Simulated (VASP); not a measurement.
Method: r2SCAN meta-GGA, VASP's PBE PAW potentials (set 64) (plane waves; VASP).

Input for VASP

File POSCAR:
```
Zn3CdSe4
1
    5.7752161071     0.0000000000     0.0000000000
    0.0000000000     5.7752161071     0.0000000000
    0.0000000000     0.0000000000     5.7752161071
Zn Cd Se
3 1 4
Direct
  0.0000000000   0.5000000000   0.5000000000
  0.5000000000   0.0000000000   0.5000000000
  0.5000000000   0.5000000000   0.0000000000
  0.0000000000   0.0000000000   0.0000000000
  0.7384282879   0.7384282879   0.2615717121
  0.7384282879   0.2615717121   0.7384282879
  0.2615717121   0.2615717121   0.2615717121
  0.2615717121   0.7384282879   0.7384282879
```

### KPOINTS
```
Automatic mesh
0
Gamma
5 5 5
0 0 0
```

**INCAR**
```
! general
SYSTEM =Zn3CdSe4
PREC   =Accurate
ENCUT  =400
LREAL  =F   ! projection in real space or not
LASPH  =T   ! aspherical one-centre terms

! electronic loop
EDIFF  =1E-7
NELM   =100
ALGO   =Normal
LMAXMIX=4   ! l cut-off of mixed one-centre charges
LMIXTAU=T

! smearing
ISMEAR =-5   ! tetrahedra, Bloechl

! functional
METAGGA=R2SCAN

! ions
ISIF   =2   ! forces and stress, cell fixed

! output
LWAVE  =F
LCHARG =F
LORBIT =11
NEDOS  =601   ! DOS grid

! other
LEFG   =T
```

### KPOINTS_OPT
```
k-points along high-symmetry lines
10
Line-mode
Reciprocal
  0.000000   0.000000   0.000000 ! GAMMA
  0.000000   0.500000   0.000000 ! X

  0.000000   0.500000   0.000000 ! X
  0.500000   0.500000   0.000000 ! M

  0.500000   0.500000   0.000000 ! M
  0.000000   0.000000   0.000000 ! GAMMA

  0.000000   0.000000   0.000000 ! GAMMA
  0.500000   0.500000   0.500000 ! R

  0.500000   0.500000   0.500000 ! R
  0.000000   0.500000   0.000000 ! X

  0.500000   0.500000   0.500000 ! R
  0.500000   0.500000   0.000000 ! M
```

POTCAR, in this order: Zn Cd Se (PBE.64 set). Program: vasp_std.

The resulting files:

**OSZICAR**
```
       N       E                     dE             d eps       ncg     rms          rms(c)
DAV:   1     0.432707692748E+03    0.43271E+03   -0.29149E+04   860   0.153E+03
DAV:   2    -0.648483530025E+02   -0.49756E+03   -0.48529E+03   892   0.384E+02
DAV:   3    -0.122086940729E+03   -0.57239E+02   -0.56843E+02   965   0.135E+02
DAV:   4    -0.123738684264E+03   -0.16517E+01   -0.16470E+01  1016   0.223E+01
DAV:   5    -0.123753305148E+03   -0.14621E-01   -0.14611E-01   961   0.207E+00    0.111E+01
DAV:   6    -0.114618244955E+03    0.91351E+01   -0.83891E+00  1068   0.445E+01    0.106E+01
DAV:   7    -0.109988640126E+03    0.46296E+01   -0.21183E+00   892   0.118E+01    0.610E+00
DAV:   8    -0.111713994950E+03   -0.17254E+01   -0.17623E+00   869   0.661E+00    0.148E+00
DAV:   9    -0.110477788797E+03    0.12362E+01   -0.53110E-01   869   0.422E+00    0.698E-01
DAV:  10    -0.110344397726E+03    0.13339E+00   -0.16625E-01   881   0.252E+00    0.349E-01
DAV:  11    -0.110455721874E+03   -0.11132E+00   -0.50923E-02   881   0.140E+00    0.153E-01
DAV:  12    -0.110498452787E+03   -0.42731E-01   -0.24196E-02   898   0.759E-01    0.990E-02
DAV:  13    -0.110482361055E+03    0.16092E-01   -0.15605E-02   872   0.760E-01    0.845E-02
DAV:  14    -0.110494922652E+03   -0.12562E-01   -0.32134E-03   878   0.350E-01    0.345E-02
DAV:  15    -0.110499839274E+03   -0.49166E-02   -0.57317E-03   881   0.420E-01    0.304E-02
DAV:  16    -0.110499961629E+03   -0.12235E-03   -0.23425E-04   924   0.116E-01    0.176E-02
DAV:  17    -0.110500420539E+03   -0.45891E-03   -0.25404E-04   881   0.921E-02    0.430E-03
DAV:  18    -0.110500419545E+03    0.99405E-06   -0.17511E-05   945   0.239E-02    0.356E-03
DAV:  19    -0.110500418669E+03    0.87649E-06   -0.19926E-06   902   0.992E-03    0.341E-03
DAV:  20    -0.110500423225E+03   -0.45567E-05   -0.15409E-06   807   0.749E-03    0.144E-03
DAV:  21    -0.110500424416E+03   -0.11904E-05   -0.73578E-07   816   0.407E-03    0.515E-04
DAV:  22    -0.110500425056E+03   -0.63992E-06   -0.22641E-07   630   0.307E-03    0.552E-04
DAV:  23    -0.110500425043E+03    0.12479E-07   -0.38671E-08   469   0.128E-03
   1 F= -.11050043E+03 E0= -.11050043E+03  d E =0.000000E+00
       N       E                     dE             ncg
       N       E                     dE             ncg
       N       E                     dE             ncg
       N       E                     dE             ncg
       N       E                     dE             ncg
       N       E                     dE             ncg
```

### OUTCAR
```
------------------------ aborting loop because EDIFF is reached ----------------------------------------
  FORCE on cell =-STRESS in cart. coord.  units (eV):
  Direction    XX          YY          ZZ          XY          YZ          ZX
  --------------------------------------------------------------------------------------
  Total        0.0926198      0.0926198      0.0926198      0.0000000      0.0000000     -0.0000000
  in kB        0.7703884      0.7703884      0.7703884      0.0000000      0.0000000     -0.0000000
  external PRESSURE =       0.7703884 kB  Pullay stress =       0.0000000 kB
  volume of cell :      192.62
      direct lattice vectors                 reciprocal lattice vectors
     5.775216107  0.000000000  0.000000000     0.173153694  0.000000000  0.000000000
     0.000000000  5.775216107  0.000000000     0.000000000  0.173153694  0.000000000
     0.000000000  0.000000000  5.775216107     0.000000000  0.000000000  0.173153694
 POSITION                                       TOTAL-FORCE (eV/Angst)
 -----------------------------------------------------------------------------------
      0.00000      2.88761      2.88761         0.000000     -0.000000     -0.000000
      2.88761      0.00000      2.88761         0.000000     -0.000000     -0.000000
      2.88761      2.88761      0.00000         0.000000     -0.000000     -0.000000
      0.00000      0.00000      0.00000         0.000000     -0.000000      0.000000
      4.26458      4.26458      1.51063        -0.006408     -0.006408      0.006408
      4.26458      1.51063      4.26458        -0.006408      0.006408     -0.006408
      1.51063      1.51063      1.51063         0.006408      0.006408      0.006408
      1.51063      4.26458      4.26458         0.006408     -0.006408     -0.006408
 -----------------------------------------------------------------------------------
    total drift:                                0.000000      0.000000     -0.000000
  FREE ENERGIE OF THE ION-ELECTRON SYSTEM (eV)
  ---------------------------------------------------
  free  energy   TOTEN  =      -110.5004250432 eV

  energy  without entropy=     -110.5004250432  energy(sigma->0) =     -110.50042504

 total charge

# of ion       s       p       d       tot
------------------------------------------
    1        0.506   0.429   9.802  10.738
    2        0.506   0.429   9.802  10.738
    3        0.506   0.429   9.802  10.738
    4        0.432   0.328   9.564  10.325
    5        1.433   2.473   0.027   3.933
    6        1.433   2.473   0.027   3.933
    7        1.433   2.473   0.027   3.933
    8        1.433   2.473   0.027   3.933
--------------------------------------------------
tot          7.683  11.508  39.081  58.272
```
(Selected blocks of OUTCAR.)

### OUTCAR
```
 val. band max:        1.1110876502   @ k =   0.0000   0.0000   0.0000

 cond. band min:       2.6987918873   @ k =   0.0000   0.0000   0.0000


 Fermi energy:         1.1299386038

 k-point     1 :       0.0000    0.0000    0.0000
  band No.  band energies     occupation
      1     -12.4096      2.00000
      2     -11.4667      2.00000
      3     -11.4667      2.00000
      4     -11.4667      2.00000
      5      -6.7879      2.00000
      6      -6.7879      2.00000
      7      -6.7879      2.00000
      8      -6.7610      2.00000
      9      -6.7610      2.00000
     10      -5.4580      2.00000
     11      -5.4563      2.00000
     12      -5.4563      2.00000
     13      -5.4563      2.00000
     14      -5.3173      2.00000
     15      -5.3173      2.00000
     16      -5.3099      2.00000
     17      -5.3099      2.00000
     18      -5.3099      2.00000
     19      -5.1293      2.00000
     20      -5.1293      2.00000
     21      -5.1211      2.00000
     22      -5.0358      2.00000
     23      -5.0358      2.00000
     24      -5.0358      2.00000
     25      -3.6969      2.00000
     26      -3.6969      2.00000
     27      -3.1248      2.00000
     28      -1.0639      2.00000
     29      -1.0639      2.00000
     30      -1.0639      2.00000
     31      -0.9802      2.00000
     32      -0.9802      2.00000
     33      -0.9802      2.00000
     34       1.1111      2.00000
     35       1.1111      2.00000
     36       1.1111      2.00000
     37       2.6988      0.00000
     38       4.5152      0.00000
     39       4.5152      0.00000
     40       4.5152      0.00000
     41       4.7859      0.00000
     42       5.1994      0.00000
     43       5.1994      0.00000

 k-point     2 :       0.2000    0.0000    0.0000
  band No.  band energies     occupation
      1     -12.3325      2.00000
      2     -11.5639      2.00000
      3     -11.4659      2.00000
      4     -11.4659      2.00000
      5      -6.8257      2.00000
...
```

The structure comes from a computed database's Zn3CdSe4 entry (P-43m); how it stands against other phases isn't given here. It was relaxed first.
